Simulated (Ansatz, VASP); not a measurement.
**MnHg in VASP and in Ansatz**

```xyz
2
Lattice="3.2436 0.0000 0.0000 0.0000 3.2436 0.0000 0.0000 0.0000 3.2682" Properties=species:S:1:pos:R:3 pbc="T T T"
Hg    0.0000    0.0000    0.0000
Mn    1.6218    1.6218    1.6341
```

Change from the starting cell: volume scaled by 0.96.

Alike in both runs: task single point; functional PBE; k mesh 8 × 8 × 8; occupations fermi-dirac, width 0.05 eV; collinear spin, ferromagnetic start.

```csv
,VASP,Ansatz
version,VASP 6.6.1,Ansatz 0.2.0
potentials or method,"VASP PAW PBE potentials, release 64 (Hg, Mn_pv)",Ansatz PAW
plane-wave cutoff (eV),520,420
valence electrons in the cell,25,35
```

VASP gave:

* gap on the k mesh at the Fermi level (eV): none
* pressure (GPa): 6.2
* net moment per atom (μB): 1.88
* size of the moment on the site where the two differ most (μB): 0.06

Problem. What did Ansatz give for the same quantities?

Solution. gap on the k mesh at the Fermi level (eV): none; pressure (GPa): 5.5; net moment per atom (μB): 1.88; size of the moment on the site where the two differ most (μB): 0.02.

Site moments also hang on the region over which each program counts them. A gap of «none» marks a metal or a gap that the smearing closes. The two sets of potentials don't hold the same shells in valence.

The runs have no spin-orbit coupling, so splittings on Hg are missing.
